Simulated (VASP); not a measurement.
All values below come from SCAN meta-GGA, VASP's PBE PAW potentials (set 64) (plane waves; VASP 6.6.1).

Input for VASP

**INCAR**
```
ALGO  =  Normal
EDIFF  =  1E-7
ENCUT  =  520
ISIF  =  2
ISMEAR  =  1
LASPH  =  .TRUE.
LCHARG  =  .FALSE.
LMAXMIX  =  4
LMIXTAU  =  .TRUE.
LREAL  =  .FALSE.
LWAVE  =  .FALSE.
METAGGA  =  SCAN
NELM  =  100
PREC  =  Accurate
SIGMA  =  0.1
SYSTEM  =  Ba
```

### POSCAR
```
Ba
1
   -2.5738626763     2.5738626763     2.5738626763
    2.5738626763    -2.5738626763     2.5738626763
    2.5738626763     2.5738626763    -2.5738626763
Ba
1
Direct
  0.0000000000   0.0000000000   1.0000000000
```

**KPOINTS**
```
K-points
0
gamma
10 10 10
```

POTCAR, in this order: Ba_sv (PBE.64 set). Program: vasp_std.

Output of the run:

**OUTCAR**
```
 ion  position               nearest neighbor table
   1  0.000  0.000  0.000-
  LATTYP: Found a body centered cubic cell.
 ALAT       =     5.1477253526
 Subroutine PRICEL returns:
 Original cell was already a primitive cell.
 Subroutine GETGRP returns: Found 48 space group operations
The static configuration has the point symmetry O_h .
The dynamic configuration has the point symmetry O_h .
 Subroutine INISYM returns: Found 48 space group operations
 Subroutine IBZKPT returns following result:
 Found     47 irreducible k-points:

 Following reciprocal coordinates:
            Coordinates               Weight
  0.000000  0.000000  0.000000      1.000000
  0.100000  0.000000  0.000000     12.000000
  0.200000  0.000000  0.000000     12.000000
  0.300000  0.000000  0.000000     12.000000
  0.400000  0.000000  0.000000     12.000000
  0.500000  0.000000  0.000000      6.000000
  0.100000  0.100000  0.000000     24.000000
  0.200000  0.100000  0.000000     48.000000
  0.300000  0.100000  0.000000     48.000000
  0.400000  0.100000  0.000000     48.000000
...
```

OSZICAR:
```
       N       E                     dE             d eps       ncg     rms          rms(c)
DAV:   1     0.213875786007E+02    0.21388E+02   -0.42587E+03   846   0.926E+02
DAV:   2    -0.394446050401E+02   -0.60832E+02   -0.60022E+02  1004   0.154E+02
DAV:   3    -0.421343833377E+02   -0.26898E+01   -0.26793E+01  1051   0.384E+01
DAV:   4    -0.421944207612E+02   -0.60037E-01   -0.60008E-01  1377   0.504E+00
DAV:   5    -0.421947592907E+02   -0.33853E-03   -0.33851E-03  1125   0.282E-01    0.220E+00
DAV:   6    -0.389230910035E+02    0.32717E+01   -0.22757E+00  1251   0.101E+01    0.736E-01
DAV:   7    -0.395354496053E+02   -0.61236E+00   -0.20877E+00   860   0.119E+01    0.463E-01
DAV:   8    -0.395825144310E+02   -0.47065E-01   -0.37434E-01  1313   0.404E+00    0.793E-01
DAV:   9    -0.395529350373E+02    0.29579E-01   -0.34135E-02   873   0.259E+00    0.467E-01
DAV:  10    -0.395629071062E+02   -0.99721E-02   -0.20154E-02   898   0.171E+00    0.321E-01
DAV:  11    -0.395401027939E+02    0.22804E-01   -0.97566E-02   990   0.218E+00    0.222E-01
DAV:  12    -0.395230852105E+02    0.17018E-01   -0.73773E-03   892   0.106E+00    0.210E-01
DAV:  13    -0.395275458943E+02   -0.44607E-02   -0.16047E-03   915   0.341E-01    0.161E-01
DAV:  14    -0.395205825510E+02    0.69633E-02   -0.12725E-03   851   0.532E-01    0.122E-01
DAV:  15    -0.395225974691E+02   -0.20149E-02   -0.53916E-03   852   0.141E+00    0.988E-02
DAV:  16    -0.395346612613E+02   -0.12064E-01   -0.41422E-02   846   0.325E+00    0.700E-02
DAV:  17    -0.395347414768E+02   -0.80216E-04   -0.91840E-05  1375   0.108E-01    0.693E-02
DAV:  18    -0.395387819376E+02   -0.40405E-02   -0.51778E-03   848   0.904E-01    0.402E-02
DAV:  19    -0.395394332363E+02   -0.65130E-03   -0.20939E-04  1270   0.168E-01    0.380E-02
DAV:  20    -0.395321540287E+02    0.72792E-02   -0.30795E-02   846   0.236E+00    0.285E-02
DAV:  21    -0.395332711987E+02   -0.11172E-02   -0.72358E-03   846   0.128E+00    0.190E-02
DAV:  22    -0.395329899457E+02    0.28125E-03   -0.13856E-04  1030   0.169E-01    0.184E-02
DAV:  23    -0.395326719674E+02    0.31798E-03   -0.33184E-04   856   0.272E-01    0.190E-02
DAV:  24    -0.395325677330E+02    0.10423E-03   -0.21681E-03   846   0.683E-01    0.222E-02
DAV:  25    -0.395325101143E+02    0.57619E-04   -0.18808E-04   866   0.208E-01    0.202E-02
DAV:  26    -0.395325059654E+02    0.41489E-05   -0.31273E-05   931   0.891E-02    0.181E-02
DAV:  27    -0.395326335559E+02   -0.12759E-03   -0.19205E-04   846   0.213E-01    0.178E-02
DAV:  28    -0.395325586756E+02    0.74880E-04   -0.67700E-05   846   0.118E-01    0.136E-02
DAV:  29    -0.395325541805E+02    0.44951E-05   -0.54879E-06   977   0.273E-02    0.113E-02
DAV:  30    -0.395325557323E+02   -0.15519E-05   -0.83312E-07  1013   0.126E-02    0.110E-02
DAV:  31    -0.395325542315E+02    0.15009E-05   -0.70348E-07   871   0.121E-02    0.106E-02
DAV:  32    -0.395325434237E+02    0.10808E-04   -0.55461E-05   846   0.959E-02    0.666E-03
DAV:  33    -0.395325563862E+02   -0.12962E-04   -0.14115E-04   846   0.167E-01    0.509E-03
DAV:  34    -0.395325568959E+02   -0.50976E-06   -0.83983E-06   846   0.411E-02    0.502E-03
DAV:  35    -0.395325463533E+02    0.10543E-04   -0.10898E-05   846   0.537E-02    0.370E-03
DAV:  36    -0.395325443247E+02    0.20286E-05   -0.11664E-06   862   0.153E-02    0.329E-03
DAV:  37    -0.395325373053E+02    0.70194E-05   -0.10585E-05   846   0.452E-02    0.160E-03
DAV:  38    -0.395325369807E+02    0.32462E-06   -0.14851E-06   846   0.185E-02    0.870E-04
DAV:  39    -0.395325359626E+02    0.10180E-05   -0.12122E-06   846   0.161E-02    0.592E-04
DAV:  40    -0.395325354661E+02    0.49647E-06   -0.11947E-06   846   0.159E-02    0.654E-04
DAV:  41    -0.395325352727E+02    0.19349E-06   -0.26340E-07   882   0.754E-03    0.483E-04
DAV:  42    -0.395325352739E+02   -0.12536E-08   -0.16521E-07   851   0.677E-03
   1 F= -.39532535E+02 E0= -.39532523E+02  d E =-.363555E-04
```

File OUTCAR:
```
------------------------ aborting loop because EDIFF is reached ----------------------------------------
  FORCE on cell =-STRESS in cart. coord.  units (eV):
  Direction    XX          YY          ZZ          XY          YZ          ZX
  --------------------------------------------------------------------------------------
  Total       -0.1901154     -0.1901154     -0.1901154     -0.0000000     -0.0000000      0.0000000
  in kB       -4.4659294     -4.4659294     -4.4659294     -0.0000000     -0.0000000      0.0000000
  external PRESSURE =      -4.4659294 kB  Pullay stress =       0.0000000 kB
  volume of cell :       68.20
      direct lattice vectors                 reciprocal lattice vectors
    -2.573862676  2.573862676  2.573862676     0.000000000  0.194260558  0.194260558
     2.573862676 -2.573862676  2.573862676     0.194260558  0.000000000  0.194260558
     2.573862676  2.573862676 -2.573862676     0.194260558  0.194260558  0.000000000
 POSITION                                       TOTAL-FORCE (eV/Angst)
 -----------------------------------------------------------------------------------
      0.00000      0.00000      0.00000        -0.000000      0.000000      0.000000
 -----------------------------------------------------------------------------------
    total drift:                               -0.000000     -0.000000      0.000000
  FREE ENERGIE OF THE ION-ELECTRON SYSTEM (eV)
  ---------------------------------------------------
  free  energy   TOTEN  =       -39.5325352739 eV

  energy  without entropy=      -39.5324989185  energy(sigma->0) =      -39.53252316
```
(Selected blocks of OUTCAR.)

The compound is Ba in the bcc structure. This cell is one point of a volume scan, at 1.06 of the reference volume.
